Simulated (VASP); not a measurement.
Sn2C:

```xyz
3
Lattice="1.7000 0.9815 6.5333 -1.7000 0.9815 6.5333 0.0000 -1.9630 6.5333" Properties=species:S:1:pos:R:3 pbc="T T T"
Sn    0.0000    0.0000   14.4648
Sn    0.0000    0.0000    5.1352
C     0.0000    0.0000    0.0000
```

The cell was built by a generator and needn't be a form met in nature.

```yaml
Program: VASP 6.6.1
Task: relaxation of cell and atoms
Functional: PBE
Potentials_or_basis: VASP PAW PBE potentials, release 64 (Sn_d, C)
Cutoff: 520 eV
k_mesh: 7 × 7 × 7
Occupations: gaussian, width 0.15 eV
Spin: no spin polarisation
```

At the start: pressure -0.5 GPa; volume 21.80 Å³/atom.

Task: Where does the relaxation end?

Result: Over 14 steps the energy falls by 29.3 meV/atom and the volume is 20.17 Å³/atom (-7.5 %); space group R-3m (No. 166, to 0.05 Å).

The path:
```tsv
step	energy change (eV)	largest force (eV/Å)	pressure (GPa)	volume (Å³)
1	0.0000	0.2495	-0.46	65.41
2	-0.0259	0.4794	0.82	64.79
3	-0.0264	0.3150	0.55	64.89
4	-0.0370	0.2003	-1.29	65.44
5	-0.0371	0.2138	-0.58	65.46
6	-0.0466	0.2019	-0.43	64.85
7	-0.0712	0.2107	0.07	63.02
8	-0.0796	0.1812	1.39	59.36
9	-0.0833	0.2889	0.71	61.25
10	-0.0840	0.2105	1.02	60.31
11	-0.0843	0.2800	0.43	60.75
12	-0.0843	0.2244	0.80	60.52
13	-0.0874	0.1012	-0.48	60.51
14	-0.0878	0.0476	-0.03	60.51
```

Final structure:
```
Sn C
1.0
     1.72893    0.99820    5.84385
    -1.72893    0.99820    5.84385
     0.00000   -1.99639    5.84385
Sn C
2 1
Direct
  0.74448 0.74448 0.74448
  0.25552 0.25552 0.25552
  0.00000 0.00000 0.00000
```
